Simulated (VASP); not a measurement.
All values below come from r2SCAN meta-GGA, VASP's PBE PAW potentials (set 64) (plane waves; VASP).

The input files of a VASP run:

INCAR:
```
# general
SYSTEM  = Pb
PREC    = Accurate
ENCUT   = 400
LREAL   = .FALSE.
LASPH   = .TRUE.

# electronic loop
EDIFF   = 1E-6   # SCF stop (eV)
NELM    = 100
ALGO    = Normal   # blocked Davidson
LMAXMIX = 4   # l cut-off of mixed one-centre charges
LMIXTAU = .TRUE.

# smearing
ISMEAR  = 1   # Methfessel-Paxton
SIGMA   = 0.1   # width (eV)

# functional
METAGGA = R2SCAN

# ions
IBRION  = 2
NSW     = 60
ISIF    = 3
EDIFFG  = -0.01   # ionic stop

# output
LWAVE   = .FALSE.
LCHARG  = .FALSE.
```

KPOINTS:
```
Automatic mesh
0
Gamma
10 10 10
0 0 0
```

**POSCAR**
```
Pb
1
    3.2070315173     0.0000000000    -0.0000000000
    0.0000000000     3.2070315173     0.0000000000
   -0.0000000000     0.0000000000     3.2070315173
Pb
1
Direct
  0.0000000000   0.0000000000   0.0000000000
```

POTCAR, in this order: Pb_d (PBE.64 set). Program: vasp_std.

Q: What will the output report for the number of irreducible k-points (NKPTS), number of bands (NBANDS), largest plane-wave count, number of space-group operations, FFT grid (NGX, NGY, NGZ)?

A: 
```yaml
number of irreducible k-points (NKPTS): 56
number of bands (NBANDS): 11
largest_plane_wave_count: 624
number_of_space_group_operations: 48
FFT grid (NGX, NGY, NGZ): 24 × 24 × 24
```

The structure was generated: Pb was put into the simple-cubic type (Pm-3m), which need not be its known phase. This run relaxes it. Symmetry was kept, so distortions that lower it aren't found. The start is the result of an earlier pass.
